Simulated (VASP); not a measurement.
VASP input:

KPOINTS:
```
Automatic mesh
0
G
  6 6 8
0 0 0
```

File POSCAR:
```
MnO2
1
    4.4491830263     0.0000000000     0.0000000000
    0.0000000000     4.4491830263     0.0000000000
    0.0000000000     0.0000000000     2.9313697082
Mn O
2 4
Direct
  0.0000000000   0.0000000000   0.0000000000
  0.5000000000   0.5000000000   0.5000000000
  0.3057377783   0.3057377783   0.0000000000
  0.8057377783   0.1942622217   0.5000000000
  0.1942622217   0.8057377783   0.5000000000
  0.6942622217   0.6942622217   0.0000000000
```

### INCAR
```
SYSTEM = MnO2
PREC = Accurate
ENCUT = 520
EDIFF = 1E-7
NELM = 100
ALGO = Normal
LREAL = .FALSE.
LASPH = .TRUE.
ISMEAR = -5
GGA = PE
LDAU = .TRUE.
LDAUTYPE = 2
LDAUL = 2 -1
LDAUU = 3.9 0
LDAUJ = 0 0
LDAUPRINT = 1
LMAXMIX = 4
ISPIN = 2
MAGMOM = 3.0 -3.0 -0.0 0.0 0.0 -0.0
LORBIT = 11
LWAVE = .FALSE.
LCHARG = .TRUE.
NEDOS = 601
ISIF = 2
LEFG = .TRUE.
```

POTCAR, in this order: Mn_pv O (PBE.64 set). Program: vasp_std.

Q: Write an equivalent input for Quantum ESPRESSO's pw.x.

A: One equivalent input (not run):
```
&CONTROL
  calculation = 'scf'
  pseudo_dir = './pseudo'
  outdir = './out'
  tprnfor = .true.
  tstress = .true.
/
&SYSTEM
  ibrav = 0
  nat = 6
  ntyp = 3
  ecutwfc = 96
  occupations = 'tetrahedra'
  input_dft = 'pbe'
  nspin = 2
  starting_magnetization(1) = 0.3
  starting_magnetization(2) = -0.3
/
&ELECTRONS
  conv_thr = 7.3e-09
  electron_maxstep = 100
/
ATOMIC_SPECIES
  Mn1 54.938 Mn.upf
  Mn2 54.938 Mn.upf
  O 15.999 O.upf
CELL_PARAMETERS angstrom
     4.4491830    0.0000000    0.0000000
     0.0000000    4.4491830    0.0000000
     0.0000000    0.0000000    2.9313697
ATOMIC_POSITIONS crystal
  Mn1  0.0000000  0.0000000  0.0000000
  Mn2  0.5000000  0.5000000  0.5000000
  O    0.3057378  0.3057378  0.0000000
  O    0.8057378  0.1942622  0.5000000
  O    0.1942622  0.8057378  0.5000000
  O    0.6942622  0.6942622  0.0000000
K_POINTS automatic
  6 6 8 0 0 0
HUBBARD {ortho-atomic}
U Mn1-3d 3.9
U Mn2-3d 3.9
```
What does not carry over: the potentials are each code's own (VASP's PAW set, PseudoDojo norm-conserving files in pw.x), so ENCUT and ecutwfc are chosen apart and not converted; conv_thr bounds pw.x's estimated SCF error, while EDIFF bounds the energy change between steps; starting_magnetization is a fraction of the valence charge and MAGMOM a moment in μB, so they match only roughly; the +U projectors differ (PAW spheres against orthogonalised atomic orbitals), so the same U acts differently; the field gradients of LEFG aren't asked of the other code.

The compound is MnO2 in the rutile structure. It was relaxed first.
